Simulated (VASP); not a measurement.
An input for Ansatz (written as the equivalent of a VASP run, and not itself run):

Ansatz 0.2 input:
```yaml
crystal:
  lattice:
    - [4.3282710, 0.0000000, 0.0000000]
    - [-2.1641360, 3.7483920, 0.0000000]
    - [0.0000000, 0.0000000, 7.0607720]
  atoms:
    - { symbol: Cd, position: [0.6666670, 0.3333330, 0.4999500] }
    - { symbol: Cd, position: [0.3333330, 0.6666670, 0.9999500] }
    - { symbol: Se, position: [0.6666670, 0.3333330, 0.8759100] }
    - { symbol: Se, position: [0.3333330, 0.6666670, 0.3759100] }
kpoints:
  mp_grid: { grid: [1, 1, 1] }
hamiltonian:
  xc: pbe
  pseudopotentials: { kind: paw }
scf:
  occupations: { method: fermi_dirac, width: 0.01 }
  max_iter: 100
output: { forces: true, stress: true, eigenvalues: true }
```

Task: Translate this input to VASP (INCAR, KPOINTS, POSCAR, choice of POTCAR).

Result: This is not unique; one that fits is 
INCAR:
```
ALGO = Normal
EDIFF = 1E-6
ENCUT = 300
GGA = PE
ISIF = 2
ISMEAR = -1
LASPH = T
LCHARG = F
LMAXMIX = 4
LREAL = F
LWAVE = F
NELM = 100
PREC = Accurate
SIGMA = 0.01
SYSTEM = CdSe
```

File POSCAR:
```
CdSe
1
    4.3282710000     0.0000000000     0.0000000000
   -2.1641360000     3.7483920000     0.0000000000
    0.0000000000     0.0000000000     7.0607720000
Cd Se
2 2
Direct
  0.6666670000   0.3333330000   0.4999500000
  0.3333330000   0.6666670000   0.9999500000
  0.6666670000   0.3333330000   0.8759100000
  0.3333330000   0.6666670000   0.3759100000
```

File KPOINTS:
```
Automatic mesh
0
Gamma
1 1 1
0 0 0
```

POTCAR, in this order: Cd Se (PBE.64 set). Program: vasp_std.

Limits of the translation: each code has its own PAW files, so the cut-off isn't converted (ENCUT is set for VASP's; basis.ecutwfc is left out, and Ansatz then takes the one that its files recommend); Ansatz stops its SCF on the density residual and VASP on the energy change (EDIFF).

The structure comes from a computed database's CdSe entry; how it stands against other phases isn't given here. The cell was not relaxed at this level. The k-mesh is coarse (spacing up to 1.68 per Å, 2π included), so the numbers may not be converged in it. The run is one of a series of settings (KPOINTS 1×1×1 Γ-centred mesh against the base run), some of them coarse on purpose.
